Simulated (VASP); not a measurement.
A VASP calculation is set up with these files.

### POSCAR
```
Fe
1.0
 -1.4017638984   1.4017638984   1.4017638984
  1.4017638984  -1.4017638984   1.4017638984
  1.4017638984   1.4017638984  -1.4017638984
Fe
1
Cart
  0.0000000000   0.0000000000   0.0000000000
```

### INCAR
```
AGGAC=0.0
ALGO=Normal
EDIFF=1E-7
ENCUT=520
GGA=MK
ISIF=2
ISMEAR=1
ISPIN=2
LASPH=.TRUE.
LCHARG=.FALSE.
LMAXMIX=4
LORBIT=10
LREAL=.FALSE.
LUSE_VDW=.TRUE.
LWAVE=.FALSE.
MAGMOM=2.1
NELM=100
PARAM1=0.1234
PARAM2=1.0
PREC=Accurate
SIGMA=0.1
SYSTEM=Fe
```

KPOINTS:
```
Regular mesh
0
gamma
  18 18 18
```

POTCAR, in this order: Fe (PBE.64 set). Program: vasp_std.

Task: Write an equivalent input for Quantum ESPRESSO's pw.x.

Result: One equivalent input (not run):
```
&CONTROL
  calculation = 'scf'
  pseudo_dir = './pseudo'
  outdir = './out'
  tprnfor = .true.
  tstress = .true.
/
&SYSTEM
  ibrav = 0
  nat = 1
  ntyp = 1
  ecutwfc = 90
  occupations = 'smearing'
  smearing = 'methfessel-paxton'
  degauss = 0.00735
  input_dft = 'vdw-df-ob86'
  nspin = 2
  starting_magnetization(1) = 0.21
/
&ELECTRONS
  conv_thr = 7.3e-09
  electron_maxstep = 100
/
ATOMIC_SPECIES
  Fe 55.845 Fe.upf
CELL_PARAMETERS angstrom
    -1.4017639    1.4017639    1.4017639
     1.4017639   -1.4017639    1.4017639
     1.4017639    1.4017639   -1.4017639
ATOMIC_POSITIONS crystal
  Fe   0.0000000  0.0000000  0.0000000
K_POINTS automatic
  18 18 18 0 0 0
```
Limits of the translation: the potentials are each code's own (VASP's PAW set, PseudoDojo norm-conserving files in pw.x), so ENCUT and ecutwfc are chosen apart and not converted; conv_thr bounds pw.x's estimated SCF error, while EDIFF bounds the energy change between steps; starting_magnetization is a fraction of the valence charge and MAGMOM a moment in μB, so they match only roughly.

The compound is Fe in the bcc structure. It was relaxed first, which changed the volume by -7 %.
